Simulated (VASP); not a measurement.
Level of theory: optB88-vdW, VASP's PBE PAW potentials (set 64) (plane waves; VASP).

The input files of a VASP run:

### INCAR
```
SYSTEM=TiO2
PREC=Accurate; ENCUT=520; LREAL=F
LASPH=T
EDIFF=1E-7; NELM=100; ALGO=Normal
LMAXMIX=4
ISMEAR=-5
GGA=BO; LUSE_VDW=T; AGGAC=0.0
PARAM1=0.1833333333; PARAM2=0.22
ISIF=2
LWAVE=F; LCHARG=T; LORBIT=11
NEDOS=601
LEFG=T
```

File KPOINTS:
```
Automatic mesh
0
Gamma
6 6 8
0 0 0
```

**POSCAR**
```
TiO2
1
    4.6232785908     0.0000000000     0.0000000000
    0.0000000000     4.6232785908     0.0000000000
    0.0000000000     0.0000000000     2.9674854334
Ti O
2 4
Direct
  0.0000000000   0.0000000000   0.0000000000
  0.5000000000   0.5000000000   0.5000000000
  0.3042077896   0.3042077896   0.0000000000
  0.8042077896   0.1957922104   0.5000000000
  0.1957922104   0.8042077896   0.5000000000
  0.6957922104   0.6957922104   0.0000000000
```

POTCAR, in this order: Ti_sv O (PBE.64 set). Program: vasp_std.

What will the output report for the number of irreducible k-points (NKPTS), largest plane-wave count, number of space-group operations, FFT grid (NGX, NGY, NGZ)?

```yaml
number of irreducible k-points (NKPTS): 50
largest_plane_wave_count: 1731
number_of_space_group_operations: 16
FFT grid (NGX, NGY, NGZ): 36 × 36 × 24
```

The compound is TiO2 in the rutile structure. It was relaxed first.
